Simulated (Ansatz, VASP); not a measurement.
**Cross-check of As (arsenene bilayer, AA) between VASP and Ansatz**

Wanted: the spread between two codes on one cell, functional and k mesh. The structure shown is the start of the Ansatz relaxation below; VASP solves that cell, so the two are compared at the walk's first step.

Calculated with Ansatz 0.2.0; plane waves, with VASP 6.6.1 beside it; single point at PBE with D3(BJ).

### Step 1. The structure

The cell holds 4 atoms: 4 As. Cell: a = 3.610 Å, b = 3.610 Å, c = 42.600 Å, α = 90.0°, β = 90.0°, γ = 120.0°. Vacuum lies along c.

### Step 2. Ansatz: relaxation, PBE with D3(BJ)

Ansatz runs on its PAW soft_1 files.

The two programs are compared at the cell with which this relaxation starts, whose forces are those of its first step.

input.yaml reads:

```yaml
crystal:
  lattice:
    - [3.61, 0.0, 0.0]
    - [-1.805, 3.1263517077, 0.0]
    - [0.0, 0.0, 42.6000000002]
  atoms:
    - { symbol: As, position: [0.6666666667, 0.3333333333, 0.4319248826] }
    - { symbol: As, position: [0.3333333333, 0.6666666667, 0.4647887324] }
    - { symbol: As, position: [0.6666666667, 0.3333333333, 0.5352112676] }
    - { symbol: As, position: [0.3333333333, 0.6666666667, 0.5680751174] }
  periodic: [true, true, false]
kpoints:
  mp_grid: { grid: [12, 12, 1] }
hamiltonian:
  xc: pbe
  dispersion: d3bj
  pseudopotentials: { kind: paw, azcp: { folder: soft_1 } }
scf:
  occupations: { method: fermi_dirac, width: 0.05 }
  convergence: { dr2_threshold: 1.0e-09 }
relax:
  f_tol: 0.004
  max_steps: 90
  cell: {}
output:
  write_potential: true
  write_density: true
  volumetric_format: npy
```

Run with:

```sh
$ ansatz run input.yaml --threads 4 --pin off --max-ram 6144MiB --backend cpu --events-out ev --progress --plain --runs-dir out
```

Numbers of over 12 decimals in the logs are rounded to 6 here.

The log of the run:

```text
Warning: relax.cell: scf.convergence.dr2_threshold = 1e-9 eV is looser than the 1.60230732203e-10 eV advised for a relaxation that steers and ends on the stress (1e-10 eV for each atom of the cell: 4, times the square of relax.cell.stress_2d_tol = 0.05 N/m over 15.8 Å (the atoms' height at the walk's start and 5 Å past either face), 3.165e-2 GPa, over a crystal's default 0.05). What an SCF threshold leaves in a stress goes as its square root, and in the free energy as the threshold itself, and one threshold admits the most on a small cell: [figures from the program's tests cut] Set scf.convergence.dr2_threshold to 1.60230732203e-10 eV or tighter. [rest of the remark cut]
Engine: ansatz 0.2.0, aarch64-unknown-linux-gnu
Pseudopotentials: kind: paw
Pseudopotential: As, paw, valence charge 15, recommended cutoff 420 eV (normal), soft_1/As.paw.azcp
Functional definition: PBE
  parameter kappa = 0.804
  parameter beta = 0.066725
  exchange = pbe_x(kappa = kappa, mu = beta*pi^2/3)
  correlation = pbe_c(beta = beta)
Crystal: 4 atoms, lattice volume = 480.789 Å³
Basis set: ecut = 420 eV, 9287 PW (Γ), exchange–correlation on 50×50×576 points (8 copies of the dense FFT grid, shifted against one another)
Bands: 36, of which v1, the nominal top of the filled ones, is band 30 counted from 1 (29 counted from 0)
Symmetry: 12 space group operations
Space group: P-3m1 (ITA 164), of the structure as read, at distance tolerance 7.8e-5 Å
k-points: 19 of 144
Non-local potential: As, projectors of the file, l = 0: 2, l = 1: 2, l = 2: 3, l = 3: 1
PAW form: soft (Blöchl's): semilocal exchange-correlation on the pseudo side does not see the compensation charge
PAW one-centre angular grid: As, 590 points (default); XC on 64 Gauss nodes
Initial density: superposition of atomic densities (neutral atoms: chi_scale 0, normalization atom)
Initial wavefunctions: pseudopotential atomic-orbital guess
Functional: x = pbe(κ = 0.804, μ = 0.219515), c = pbe(β = 0.066725)
iter 1 solved again at ethr=8.87e-4 eV; its pass at ethr=3.10e-3 eV (dr2=5.32e-1 eV) is discarded
SCF iter   1: F=—  HF=-19425.714717 eV  |F-HF|=—  |Δ(HF+E_count)|=         —  Δρ=1.18e-2  dr2=5.33e-1  ethr=8.87e-4  ⟨swp⟩=2.0  Hψ=4611  notcnv=0
preconditioner: auto → Resta (q_TF=auto, 1.929 Å⁻¹)  ε∞=1.7  [insulator: Δε(μ)=0.750 eV  Ē_g=8.827 eV  σ=0.050 eV  W_gap=1.00  n_scr=26 (ndim 8)  ℏωp=7.6 eV  f_vac=0.768  D(μ)=0.00/eV (n_scr^D=0)  ε∞_Penn≈1.7  vacuum switching on, ρ_ref=5.7e-3 e/Å³]
SCF iter   2: F=—  HF=-19425.653882 eV  |F-HF|=—  |Δ(HF+E_count)|=   6.08e-2  Δρ=6.19e-3  dr2=1.45e-1  ethr=8.87e-4  ⟨swp⟩=2.9  Hψ=1011  notcnv=0
SCF iter   3: F=—  HF=-19425.689620 eV  |F-HF|=—  |Δ(HF+E_count)|=   3.57e-2  Δρ=3.13e-3  dr2=4.24e-1  ethr=2.42e-4  ⟨swp⟩=4.1  Hψ=1262  notcnv=0  recentre
SCF iter   4: F=—  HF=-19425.638702 eV  |F-HF|=—  |Δ(HF+E_count)|=   5.09e-2  Δρ=5.93e-4  dr2=1.50e-3  ethr=2.42e-4  ⟨swp⟩=3.3  Hψ=1039  notcnv=0
SCF iter   5: F=—  HF=-19425.639095 eV  |F-HF|=—  |Δ(HF+E_count)|=   3.93e-4  Δρ=2.11e-4  dr2=1.03e-4  ethr=2.49e-6  ⟨swp⟩=3.0  Hψ=993  notcnv=0
SCF iter   6: F=—  HF=-19425.639212 eV  |F-HF|=—  |Δ(HF+E_count)|=   1.17e-4  Δρ=2.23e-5  dr2=2.28e-6  ethr=1.72e-7  ⟨swp⟩=3.2  Hψ=1101  notcnv=0
SCF iter   7: F=—  HF=-19425.639256 eV  |F-HF|=—  |Δ(HF+E_count)|=   4.40e-5  Δρ=7.66e-6  dr2=3.11e-7  ethr=3.81e-9  ⟨swp⟩=3.0  Hψ=1451  notcnv=0
SCF iter   8: F=—  HF=-19425.639257 eV  |F-HF|=—  |Δ(HF+E_count)|=   3.04e-7  Δρ=2.16e-6  dr2=2.53e-8  ethr=5.19e-10  ⟨swp⟩=3.0  Hψ=1426  notcnv=0
SCF iter   9: F=—  HF=-19425.639257 eV  |F-HF|=—  |Δ(HF+E_count)|=   3.97e-8  Δρ=5.91e-7  dr2=1.49e-9  ethr=4.22e-11  ⟨swp⟩=3.0  Hψ=1434  notcnv=0
SCF iter  10: F=-19425.639257 eV  HF=-19425.639257 eV  |F-HF|=8.37e-11  |Δ(HF+E_count)|=   2.84e-9  Δρ=1.31e-7  dr2=8.08e-11  ethr=1.67e-12  ⟨swp⟩=10.1  Hψ=4596  notcnv=0
SCF 1 converged in 10 iterations: F = -19425.639257 eV  dr2 = 8.08e-11
  greatest PAW one-centre occupation: 0.999 electrons in one spin orbital (limit 2), on the As atom at site 2 (counted from 0), in its partial waves of l = 2
relax step   1: F+E_penalty+E_count = -19425.63925675 eV  Δ(F+E_penalty+E_count) = +0.000e0 eV  max|allowed force component| = 1.625e-1 eV/Å  Δτ_max = 0.0000 Å  P = -1.233 N/m  Ω = 480.789 Å³  fix = [c, alpha, beta]  reactions: c +0.000 N/m  (10 SCF iters, accepted)
[...]
relax step   6: F+E_penalty+E_count = -19425.64759398 eV  Δ(F+E_penalty+E_count) = -3.576e-6 eV  max|allowed force component| = 2.684e-4 eV/Å  Δτ_max = 0.0011 Å  P = +0.001 N/m  Ω = 472.888 Å³  energy of the carried Pulay correction = +2.531e-4 eV  fix = [c, alpha, beta]  reactions: c +0.000 N/m  (5 SCF iters, accepted)
[...]
relax step   7: F+E_penalty+E_count = -19425.64735214 eV  Δ(F+E_penalty+E_count) = +2.418e-4 eV  max|allowed force component| = 3.400e-4 eV/Å  Δτ_max = 0.0000 Å  P = -0.001 N/m  Ω = 472.888 Å³  fix = [c, alpha, beta]  reactions: c -0.000 N/m  stress off target by 6.18e-4 N/m on what of the cell is left free  SCF on the basis re-selected at this cell (its energy is not comparable with the rows above)  (5 SCF iters)
basis re-selected at this cell: Δ(F+E_penalty+E_count) = +2.418e-4 eV, ΔP = -0.002 N/m vs the last step (what re-selecting the basis moved, of the pressure what is left beyond the Pulay correction that the steps carried, after the strain that the cell walked since its last selection, with what the two solves' SCF thresholds leave and, on support functions, any second-order correction that the steps lacked; it is no measure of the basis error at this ecutwfc). The dense FFT grid was sized anew with the basis: this SCF ran on 24×24×288 points, the steps before it on 25×25×288, so part of this shift can come from that change (see relax.cell in the input reference). [rest of the remark cut]
WARN: The output density's exchange-correlation potential varies sharply where the density is thin. Do not read a vacuum level from v_tot or v_xc, or from such a field of the output density. On a cell that repeats whose density bears no net charge and no dipole along the vacuum's axis use v_es (v_loc + v_h of the components); under efield.dipole_correction with no amplitude use v_es + v_field, which holds any externa [...]
SCF converged after 5 iterations
Free energy (F): -19425.647352 eV
Harris-Foulkes:  -19425.647352 eV  (|F-HF|=1.53e-10)
Internal energy: -19425.647280 eV  (E = F + TS)
E sigma→0 (E₀):  -19425.647316 eV
Entropy (-TS):   -0.000073 eV (-0.018 meV/atom)
Fermi energy:    -4.480937 eV
--- Per-component energies (eV) ---
  E_band       = -1831.232182
  E_kinetic    = 385.736573
  E_local      = -241990.520742  (includes V_loc(G=0)·N_el)
  E_nonlocal   = -1571.883068
  E_hartree    = 121043.382540
  E_xc         = -279.857074
  E_vxc        = -292.361858  (∫ρ·V_xc dr)
  E_paw        = -8053.461243  (= ΣΔE_a)
  E_vpaw       = -448.969143  (= ΣTr[D̂ρ^β])
  E_aug_tail   = -0.000031  (compensation charges beyond the density's cutoff)
  E_ewald      = 111042.084120
  E_disp       = -1.128355  (pairwise vdW)
  E_smearing   = -0.000073  (= −TS)
  E_closure    = -0.000000  (closes the sum)
  Σ components = -19425.647352   (vs F -19425.647352, Δ=0.00e0)
--- Forces (eV/Å), atoms counted from 1 ---
  atom   1  As    -0.00000000     0.00000000    -0.00034001
  atom   2  As     0.00000000    -0.00000000     0.00013913
  atom   3  As    -0.00000000     0.00000000    -0.00013913
  atom   4  As     0.00000000    -0.00000000     0.00034001
  max |Σ_I F_I| component: 2.89e-19 eV/Å
--- 2D stress c σ (N/m, compression-positive) ---
       -0.000618      -0.000000       0.000000
       -0.000000      -0.000618       0.000000
        0.000000       0.000000      -0.000000
  P = ½ c Tr σ = -0.0006 N/m
--- Band table (eV; the first three rows and the last of 19) ---
  k-point 0: bands = [... 26 lower, -5.4013, -5.2742, -5.2742, -5.0282, -3.4198, -2.6130, -1.8571, -1.8571, ... 2 higher]
  k-point 1: bands = [... 26 lower, -6.1306, -5.6178, -5.4825, -4.8580, -2.7658, -2.3828, -1.9706, -1.6784, ... 2 higher]
  k-point 2: bands = [... 26 lower, -6.3700, -6.0939, -5.9451, -4.9585, -3.2057, -2.7664, -1.3523, -1.3441, ... 2 higher]
  k-point 18: bands = [... 26 lower, -7.9193, -7.9193, -7.0062, -7.0062, -4.0348, -2.8733, -1.4398, -1.4398, ... 2 higher]
  the weakly bound empty levels are not read free of the cell's end (no_gap_told)
--- Relaxed structure (6 steps of the walk, 5 accepted, 1 SCFs on fresh bases) ---
  F+E_penalty+E_count = -19425.64735214 eV   max|allowed force component| = 3.400e-4 eV/Å   (the final SCF, on the basis selected at the relaxed cell)
  cell:  # Å, volume = 472.8884 Å³
    - [3.580216, 0.0, 0]
    - [-1.790108, 3.100558, 0]
    - [0, 0, 42.6000000002]
  atoms:
    - { symbol: As, position: [0.666667, 0.333333, 0.432151] }
    - { symbol: As, position: [0.333333, 0.666667, 0.464906] }
    - { symbol: As, position: [0.666667, 0.333333, 0.535094] }
    - { symbol: As, position: [0.333333, 0.666667, 0.567849] }
```

The column dr2 measures how far the density is from self-consistency, as an energy; F and HF (Harris–Foulkes) agree once it is small.

### Step 3. VASP: single point, PBE with D3(BJ), start cell

The same cell, functional, mesh and smearing now go to VASP, with its own data sets.

Lines of VASP's logs that name or quote its potential files are left out, and so is its time.

INCAR reads:

```
SYSTEM = As
PREC = Accurate
ENCUT = 400
EDIFF = 1E-06
NELM = 120
ISMEAR = -1
SIGMA = 0.05
LREAL = .FALSE.
ALGO = Normal
GGA = PE
IVDW = 12
NBANDS = 16
LORBIT = 11
LWAVE = .FALSE.
LCHARG = .FALSE.
ISIF = 2
LDIPOL = .TRUE.
IDIPOL = 3
DIPOL = 0.5 0.5 0.5
LVHAR = .TRUE.
LASPH = .TRUE.
GGA_COMPAT = .FALSE.
EFERMI = MIDGAP
NELMDL = -8
KPAR = 2
```

POSCAR reads:

```
As
1.0
    3.6100000000      0.0000000000      0.0000000000
   -1.8050000000      3.1263520000      0.0000000000
    0.0000000000      0.0000000000     42.6000000000
As
4
Direct
    0.6666666134      0.3333332267      0.4319248826
    0.3333332267      0.6666664534      0.4647887324
    0.6666666134      0.3333332267      0.5352112676
    0.3333332267      0.6666664534      0.5680751174
```

KPOINTS reads:

```
Automatic mesh
0
Gamma
12 12 1
0 0 0
```

Potentials, in the order of the species: As (PBE family, release 64).

Run with:

```sh
$ mpirun -np 2 vasp_std
```

The log of the run:

```text
[banner, memory and clock lines left out]
running    2 mpi-ranks, on    1 nodes
 distrk:  each k-point on    1 cores,    2 groups
 distr:  one band on    1 cores,    1 groups

 POSCAR found type information on POSCAR As
 POSCAR found :  1 types and       4 ions
 LDA part: xc-table for (Slater+PW92), standard interpolation
 POSCAR, INCAR and KPOINTS ok, starting setup
 FFT: planning ... GRIDC
 FFT: planning ... GRID_SOFT
 FFT: planning ... GRID
 WAVECAR not read
 entering main loop
       N       E                     dE             d eps       ncg     rms          rms(c)
DAV:   1     0.131749055992E+03    0.13175E+03   -0.49714E+03   608   0.670E+02
DAV:   2    -0.241507453853E+01   -0.13416E+03   -0.12320E+03   976   0.128E+02
DAV:   3    -0.183914577672E+02   -0.15976E+02   -0.15921E+02   856   0.578E+01
DAV:   4    -0.187330214030E+02   -0.34156E+00   -0.34052E+00   880   0.107E+01
DAV:   5    -0.187402002235E+02   -0.71788E-02   -0.71769E-02   792   0.142E+00
DAV:   6    -0.187404238194E+02   -0.22360E-03   -0.22359E-03   872   0.256E-01
DAV:   7    -0.187404306117E+02   -0.67922E-05   -0.67917E-05   816   0.389E-02
DAV:   8    -0.187404309160E+02   -0.30429E-06   -0.30425E-06   784   0.805E-03    0.461E+00
DAV:   9    -0.186728555334E+02    0.67575E-01   -0.35364E-02   768   0.948E-01    0.275E+00
DAV:  10    -0.186358783349E+02    0.36977E-01   -0.73929E-02   800   0.141E+00    0.154E-01
DAV:  11    -0.186363497822E+02   -0.47145E-03   -0.20622E-03   824   0.243E-01    0.591E-02
DAV:  12    -0.186363721562E+02   -0.22374E-04   -0.27646E-04   856   0.986E-02    0.237E-02
DAV:  13    -0.186363501721E+02    0.21984E-04   -0.79832E-05   832   0.396E-02    0.110E-02
DAV:  14    -0.186363662578E+02   -0.16086E-04   -0.27329E-05   816   0.202E-02    0.608E-03
DAV:  15    -0.186364056546E+02   -0.39397E-04   -0.59966E-06   760   0.967E-03    0.366E-03
DAV:  16    -0.186364739744E+02   -0.68320E-04   -0.17684E-05   712   0.128E-02    0.184E-03
DAV:  17    -0.186364998174E+02   -0.25843E-04   -0.23452E-06   696   0.439E-03    0.125E-03
DAV:  18    -0.186365197349E+02   -0.19918E-04   -0.10886E-06   688   0.342E-03    0.542E-04
DAV:  19    -0.186365275268E+02   -0.77919E-05   -0.18652E-07   624   0.126E-03    0.446E-04
DAV:  20    -0.186365345527E+02   -0.70259E-05   -0.18381E-07   600   0.103E-03    0.224E-04
DAV:  21    -0.186365372757E+02   -0.27230E-05   -0.44183E-08   520   0.458E-04    0.131E-04
DAV:  22    -0.186365387999E+02   -0.15242E-05   -0.44840E-08   576   0.408E-04    0.774E-05
DAV:  23    -0.186365400003E+02   -0.12004E-05   -0.19723E-08   464   0.261E-04    0.359E-05
DAV:  24    -0.186365404812E+02   -0.48090E-06   -0.73411E-09   416   0.150E-04
   1 F= -.19743609E+02 E0= -.19743564E+02  d E =-.886680E-04
```

From OUTCAR (step 3):

```text
ion  position               nearest neighbor table
   1  0.667  0.333  0.432-   2 2.51   2 2.51   2 2.51
   2  0.333  0.667  0.465-   1 2.51   1 2.51   1 2.51
   3  0.667  0.333  0.535-   4 2.51   4 2.51   4 2.51
   4  0.333  0.667  0.568-   3 2.51   3 2.51   3 2.51

  LATTYP: Found a hexagonal cell.
 ALAT       =     3.6100000000
 C/A-ratio  =    11.8005540166

 Subroutine GETGRP returns: Found 12 space group operations
 (whereof 12 operations were pure point group operations)

The static configuration has the point symmetry D_3d.

 Found     19 irreducible k-points:

   k-points           NKPTS =     19   k-points in BZ     NKDIM =     19   number of bands    NBANDS=     16

   dimension x,y,z NGX =    24 NGY =   24 NGZ =  280
   dimension x,y,z NGXF=    48 NGYF=   48 NGZF=  560

   ENCUT  =  400.0 eV  29.40 Ry    5.42 a.u.   5.89  5.89 69.47*2*pi/ulx,y,z

   NELECT =      20.0000    total number of electrons

 k-points in reciprocal lattice and weights: Automatic mesh
   0.00000000  0.00000000  0.00000000       0.007
   0.08333333  0.00000000  0.00000000       0.042
   0.16666667  0.00000000  0.00000000       0.042
   0.25000000  0.00000000  0.00000000       0.042
   0.33333333  0.00000000  0.00000000       0.042
   0.41666667  0.00000000  0.00000000       0.042
   0.50000000  0.00000000  0.00000000       0.021
   0.08333333  0.08333333  0.00000000       0.042
   0.16666667  0.08333333  0.00000000       0.083
[...]
0.33333333  0.25000000  0.00000000       0.083
   0.33333333  0.33333333  0.00000000       0.014

 dipolmoment           0.000000      0.000000      0.000000 electrons x Angstroem

 average (electrostatic) potential at core
       1 -57.8442       2 -57.8848       3 -57.8848       4 -57.8442

 E-fermi :  -2.7271

 k-point     1 :       0.0000    0.0000    0.0000
  band No.  band energies     occupation
    ...
      6      -3.6935      2.00000
      7      -3.6935      2.00000
      8      -3.5679      2.00000
      9      -3.5679      2.00000
     10      -3.2654      1.99996
     11      -1.8226      0.00000
     12      -0.9863      0.00000
     13      -0.1803      0.00000
     14      -0.1803      0.00000
     15      -0.1482      0.00000
    ...

 k-point     2 :       0.0833    0.0000    0.0000
  band No.  band energies     occupation
    ...
      6      -4.5579      2.00000
      7      -4.3835      2.00000
      8      -3.9024      2.00000
      9      -3.7688      2.00000
     10      -3.0911      1.99862
     11      -1.1476      0.00000
     12      -0.7369      0.00000
     13      -0.3005      0.00000
     14      -0.0301      0.00000
     15      -0.0070      0.00000
    ...

 k-point     3 :       0.1667    0.0000    0.0000
  band No.  band energies     occupation
    ...
      6      -5.7543      2.00000
      7      -4.5561      2.00000
      8      -4.3638      2.00000
      9      -4.2169      2.00000
     10      -3.1975      1.99984
     11      -1.5156      0.00000
     12      -1.0642      0.00000
     13       0.2789      0.00000
     14       0.3136      0.00000
     15       0.5711      0.00000
    ...

 Edisp (eV)   -1.10707

  Total      -0.73889    -0.73889    -0.30315     0.00000     0.00000    -0.00000
  in kB      -2.46228    -2.46228    -1.01021     0.00000     0.00000    -0.00000
  external pressure =       -1.98 kB  Pullay stress =        0.00 kB

  energy-cutoff  :      400.00
  volume of cell :      480.79
      direct lattice vectors                 reciprocal lattice vectors
     3.610000000  0.000000000  0.000000000     0.277008310  0.159930808  0.000000000
    -1.805000000  3.126352000  0.000000000     0.000000000  0.319861615  0.000000000
     0.000000000  0.000000000 42.600000000     0.000000000  0.000000000  0.023474178

 POSITION                                       TOTAL-FORCE (eV/Angst)
 -----------------------------------------------------------------------------------
      1.80500      1.04212     18.40000        -0.000000     -0.000000      0.084648
      0.00000      2.08423     19.80000         0.000000      0.000000     -0.066969
      1.80500      1.04212     22.80000        -0.000000     -0.000000      0.066969
      0.00000      2.08423     24.20000         0.000000      0.000000     -0.084648
 -----------------------------------------------------------------------------------
    total drift:                               -0.000000      0.000397     -0.000000

  FREE ENERGIE OF THE ION-ELECTRON SYSTEM (eV)
  ---------------------------------------------------
  free  energy   TOTEN  =       -19.7436086100 eV

  energy  without entropy=      -19.7435199421  energy(sigma->0) =      -19.74356428

 vacuum level on the upper side and lower side of the slab         1.762         1.762

 total charge
# of ion       s       p       d       tot
------------------------------------------
    1        1.296   1.370   0.040   2.706
    2        1.299   1.364   0.043   2.705
    3        1.299   1.364   0.043   2.705
    4        1.296   1.370   0.040   2.706
--------------------------------------------------
tot          5.189   5.467   0.166  10.822

[... 3 further parts left out ...]
```

### Step 4. Differences

Known differences besides the potentials themselves: Ansatz cuts the interaction across the vacuum, VASP repeats the sheet with a dipole correction; the data sets hold 60 valence electrons in Ansatz (on its PAW soft_1 files) and 20 in VASP; the cutoff is 420 eV in Ansatz and 400 eV in VASP. Total energies have different zeros and are not compared.

Forces (eV/Å; atoms numbered as in POSCAR):

```tsv
atom	Ansatz x, y, z	VASP x, y, z
As1	0.000, 0.000, 0.163	0.000, 0.000, 0.085
As2	0.000, 0.000, -0.146	0.000, 0.000, -0.067
As3	0.000, 0.000, 0.146	0.000, 0.000, 0.067
As4	0.000, 0.000, -0.163	0.000, 0.000, -0.085
```

The forces differ by 45 meV/Å r.m.s., which is 102.7 % of the r.m.s. force of 0.044 eV/Å (both taken over all components). With vacuum in the cell, a pressure given here is an average over mostly empty space and none of the material.

### Step 5. Summary of results

| Item | Value |
| --- | --- |
| r.m.s. force difference (single point, PBE with D3(BJ), start cell) | 45 meV/Å |

What this shows: The r.m.s. force difference is 45 meV/Å (single point, PBE with D3(BJ), start cell), beyond the 12 meV/Å picked in this series as the mark of a large difference. The data sets hold unlike numbers of valence electrons (60 in Ansatz and 20 in VASP), so part of the differences comes from the potentials. What causes the difference of the single point, PBE with D3(BJ), start cell pair stays open here. 1 further run of this series is not shown here. How closely two codes agree says nothing of how well the functional describes the real material.

[Lines on the potential files, build, host, timing and source positions are cut from VASP's logs without a mark.]

[Logs are printed without paths, hosts, clocks, repeated set-up lines and the standing remarks that a program may print on its own settings, such as how far it seeks lower states.]

[Hosts, paths, dates, database ids (printed as entryN), source tags and the programs' standing remarks are cut or masked in the printed files.]
